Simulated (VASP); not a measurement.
```
ZrS2
1.0
    1.88996    -3.27350     0.00000
    1.88996     3.27350     0.00000
    0.00000     0.00000     6.02861
Zr S
1 2
Direct
  0.00000   0.00000   0.00000
  0.33333   0.66667   0.24061
  0.66667   0.33333   0.75939
```

Computed with vdW-DF2, VASP's PBE PAW potentials (set 64) (plane waves; VASP). Numerical set-up: 520 eV cut-off, Gaussian smearing of 0.050 eV, potentials Zr_sv S.

Problem. Predict the band gap (along the path) with the smallest direct gap where there is one.

Solution. 
```
Quantity                               Result
------------------------------------  -------
band gap (along the path)             1.07 eV
smallest direct gap (along the path)  1.50 eV
```

The absolute energy has meaning only against runs of the same code, potentials and settings.

The compound is ZrS2 in the 1T layered structure. It was relaxed first, which changed the volume by +10 %.
